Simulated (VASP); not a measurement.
Data:

```yaml
crystal:
  lattice:
    - [-1.71410, 1.71410, 1.71410]
    - [1.71410, -1.71410, 1.71410]
    - [1.71410, 1.71410, -1.71410]
  atoms:
    - { symbol: Li, position: [0.00000, 0.00000, 0.00000] }
```

Level of theory: PBE GGA, VASP's PBE PAW potentials (set 64) (plane waves; VASP). Numerical set-up: 520 eV cut-off, 17×17×17 Γ-centred mesh, tetrahedra with Blöchl corrections, potentials Li_sv.

Tabulate the total density of states (states/eV per cell) against energy (eV; zero at the valence-band maximum or, without a gap, the Fermi level).

(E (eV), DOS (states/eV)): (-9.98, 0.00); (-9.74, 0.00); (-9.50, 0.00); (-9.26, 0.00); (-9.02, 0.00); (-8.90, 0.00); (-8.66, 0.00); (-8.42, 0.00); (-8.18, 0.00); (-7.94, 0.00); (-7.70, 0.00); (-7.46, 0.00); (-7.22, 0.00); (-6.98, 0.00); (-6.74, 0.00); (-6.62, 0.00); (-6.38, 0.00); (-6.14, 0.00); (-5.90, 0.00); (-5.66, 0.00); (-5.42, 0.00); (-5.18, 0.00); (-4.94, 0.00); (-4.70, 0.00); (-4.46, 0.00); (-4.34, 0.00); (-4.10, 0.00); (-3.86, 0.00); (-3.62, 0.01); (-3.38, 0.09); (-3.14, 0.14); (-2.90, 0.18); (-2.66, 0.20); (-2.42, 0.23); (-2.18, 0.25); (-2.06, 0.26); (-1.82, 0.28); (-1.58, 0.30); (-1.34, 0.33); (-1.10, 0.34); (-0.86, 0.37); (-0.62, 0.39); (-0.38, 0.42); (-0.14, 0.46); (0.10, 0.54); (0.22, 0.59); (0.46, 0.56); (0.70, 0.50); (0.94, 0.45); (1.18, 0.39); (1.42, 0.34); (1.66, 0.30); (1.90, 0.22); (2.14, 0.16); (2.38, 0.12); (2.50, 0.10); (2.74, 0.10); (2.98, 0.16); (3.22, 0.35); (3.46, 0.81)
Within 2 eV below the Fermi level the largest weight inside VASP's projection spheres is Li p, then Li s.

The compound is Li in the bcc structure. It was relaxed first, which changed the volume by -5 %.
